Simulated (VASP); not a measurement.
Consider the following.

```
CELL_PARAMETERS angstrom
      3.89636     0.00000     0.00000
      0.00000     3.89636     0.00000
      0.00000     0.00000     3.89636
ATOMIC_POSITIONS crystal
  K  0.00000 0.00000 0.00000
  Mg 0.50000 0.50000 0.50000
  F  0.50000 0.00000 0.50000
  F  0.00000 0.50000 0.50000
  F  0.50000 0.50000 0.00000
```

The numbers are results of LDA (Ceperley-Alder, Perdew-Zunger), VASP's LDA PAW potentials (set 64) (plane waves; VASP), not measurements. Run with 520 eV cut-off, 6×6×6 Γ-centred mesh, Gaussian smearing of 0.010 eV, potentials K_sv Mg F.

Q: Give the electronic dielectric tensor ε∞ (DFPT, local fields included).

A: 
```
2.14  0.00  0.00
0.00  2.14  0.00
0.00  0.00  2.14
```

Q: Give the Born effective charges.

A: 
| atom | Z*xx | Z*yy | Z*zz | mean |
|---|---|---|---|---|
| K1 | 1.19 | 1.19 | 1.19 | 1.19 |
| Mg2 | 1.97 | 1.97 | 1.97 | 1.97 |
| F3 | -0.97 | -1.22 | -0.97 | -1.06 |
| F4 | -1.22 | -0.97 | -0.97 | -1.06 |
| F5 | -0.97 | -0.97 | -1.22 | -1.06 |

The compound is KMgF3 in the cubic perovskite structure. It was relaxed first, which changed the volume by -7 %.
